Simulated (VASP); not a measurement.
Crystal: Cd4TeO3.

```
Cd Te O
1.0
     4.67434    0.00000    0.00000
    -2.33717    4.04810    0.00000
     0.00000    0.00000    8.55789
Cd Te O
4 1 3
Direct
  0.33333 0.66667 0.70046
  0.33333 0.66667 0.29954
  0.66667 0.33333 0.29954
  0.66667 0.33333 0.70046
  0.00000 0.00000 0.00000
  0.33333 0.66667 0.00000
  0.66667 0.33333 0.00000
  0.00000 0.00000 0.50000
```

The cell was built by a generator and needn't be a form met in nature.

```yaml
Program: VASP 6.6.1
Task: relaxation of cell and atoms
Functional: PBE
Potentials_or_basis: VASP PAW PBE potentials, release 64 (Cd, Te, O)
Cutoff: 520 eV
k_mesh: 4 × 4 × 2
Occupations: gaussian, width 0.15 eV
Spin: no spin polarisation
```

At the start: pressure -5.4 GPa; volume 20.24 Å³/atom.

Task: How do energy, volume and symmetry change on relaxing?

Result: Over 14 steps the energy falls by 115.4 meV/atom and the volume is 17.83 Å³/atom (-11.9 %); space group P6/mmm (No. 191, to 0.05 Å).

Step by step:
| step | energy change (eV) | largest force (eV/Å) | pressure (GPa) | volume (Å³) |
| --- | --- | --- | --- | --- |
| 1 | 0.0000 | 0.3148 | -5.43 | 161.93 |
| 2 | -0.4667 | 0.0788 | -0.73 | 146.33 |
| 3 | -0.4934 | 0.2929 | 1.68 | 141.83 |
| 4 | -0.6736 | 0.5742 | 1.85 | 140.46 |
| 5 | -0.5841 | 1.2229 | 6.56 | 136.17 |
| 6 | -0.7534 | 0.7805 | 2.76 | 139.12 |
| 7 | -0.7604 | 0.8996 | 3.39 | 138.47 |
| 8 | -0.8951 | 0.4199 | 0.37 | 142.87 |
| 9 | -0.9038 | 0.2691 | -0.13 | 144.12 |
| 10 | -0.9042 | 0.2210 | -0.32 | 144.39 |
| 11 | -0.9022 | 0.1653 | -0.57 | 144.94 |
| 12 | -0.9037 | 0.2143 | -0.45 | 144.53 |
| 13 | -0.9156 | 0.1158 | -0.31 | 143.80 |
| 14 | -0.9229 | 0.0423 | -0.14 | 142.60 |

Final structure:
```cif
data_structure
_symmetry_space_group_name_H-M 'P 1'
_symmetry_Int_Tables_number 1
_cell_length_a 4.7679
_cell_length_b 4.7679
_cell_length_c 7.2435
_cell_angle_alpha 90.000
_cell_angle_beta 90.000
_cell_angle_gamma 120.000
_cell_volume 142.60
loop_
_atom_site_label
_atom_site_type_symbol
_atom_site_fract_x
_atom_site_fract_y
_atom_site_fract_z
_atom_site_occupancy
Cd1 Cd 0.33333 0.66667 0.69068 1
Cd2 Cd 0.33333 0.66667 0.30932 1
Cd3 Cd 0.66667 0.33333 0.30932 1
Cd4 Cd 0.66667 0.33333 0.69068 1
Te1 Te 0.00000 0.00000 0.00000 1
O1 O 0.33333 0.66667 0.00000 1
O2 O 0.66667 0.33333 0.00000 1
O3 O 0.00000 0.00000 0.50000 1
```

Caveat: the k mesh is coarse (spacing up to 0.39 Å⁻¹), so the values aren't converged.
